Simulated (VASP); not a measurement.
**SnO (Romarchite): electric field gradients with r2SCAN**

Crystal: SnO (Romarchite).

```
Sn O
1.0
     3.79860    0.00000    0.00000
     0.00000    3.79860    0.00000
     0.00000    0.00000    4.84080
Sn O
2 2
Cartesian
  1.8993 0.0000 1.1468
  0.0000 1.8993 3.6940
  0.0000 0.0000 0.0000
  1.8993 1.8993 0.0000
```

```
Program                : VASP 6.6.1
Task                   : electric field gradients
Functional             : r2SCAN
Potentials or basis    : VASP PAW PBE potentials, release 64 (Sn_d, O)
Cutoff                 : 520 eV
k mesh                 : 6 × 6 × 5
Occupations            : fermi-dirac, width 0.02 eV
Spin                   : no spin polarisation
Further INCAR settings : ALGO = Normal; EDIFF = 1e-07
```

| Property | Result |
| --- | --- |
| Pressure | 1.2 GPa |
| Largest force | 0.143 eV/Å |
| Band gap on the k mesh | 0.18 eV, indirect (least direct gap 2.31 eV) |

Forces on the atoms (eV/Å):
```
Sn   0.000  0.000  0.143
Sn   0.000  0.000 -0.143
O    0.000  0.000  0.000
O    0.000  0.000  0.000
```

Stress tensor (GPa, compression positive):
```
1.30 0.00 0.00
0.00 1.30 0.00
0.00 0.00 1.15
```

Levels at points of the mesh, in eV from the valence-band top:
```
           k point  band 17  band 18  band 19  band 20  band 21  band 22  band 23  band 24
(0.00, 0.00, 0.00)    -3.94    -3.64    -3.64     0.00     2.41     4.57     4.87     4.87
(0.50, 0.00, 0.00)    -5.34    -5.34    -3.00    -3.00     3.46     3.46     6.21     6.22
(0.50, 0.50, 0.00)    -2.96    -2.96    -2.13    -2.13     0.18     0.18     4.74     4.74
```

Electric field gradients, principal values (V/Å²):
```tsv
atom	Vxx	Vyy	Vzz
1 Sn	94.044	94.044	-188.089
2 Sn	94.044	94.044	-188.089
3 O	-0.651	-0.651	1.302
4 O	-0.651	-0.651	1.302
```

Run time: 2.5 min on 1 thread of Intel(R) Xeon(R) Platinum 8259CL CPU @ 2.50GHz (Skylake/Cascade Lake), on a shared host, peak memory 0.2 GiB.

Caveat: the PAW data sets were made with another functional, which shifts forces and pressure a little; spin-orbit coupling is left out, which moves the levels of the heavy elements; an odd mesh through Γ misses points on the zone boundary, where band edges often lie. r2SCAN opens gaps a little over a GGA but as a rule still falls short of measured ones.
